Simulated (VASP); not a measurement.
Calculation: r2SCAN meta-GGA, VASP's PBE PAW potentials (set 64) (plane waves; VASP 6.6.1). For the first row: Settings: 400 eV cut-off, 9×9×12 Γ-centred mesh, tetrahedra with Blöchl corrections, potentials Pd Ge_d.

```tsv
system	energy (eV/atom)
Ge2Pd (relaxed from the AlB2 structure, space group P6/mmm)	-16.6515
Pd (fcc)	-22.9475
Ge (diamond)	-13.8670
```

The references are the elements' solids at the same level; no temperature or zero-point terms are added.

What is the formation energy per atom of Ge2Pd?

The references average (1×(-22.9475) + 2×(-13.8670))/3 = -16.8938 eV, so the formation energy is -16.6515 − (-16.8938) = 0.242 eV/atom.
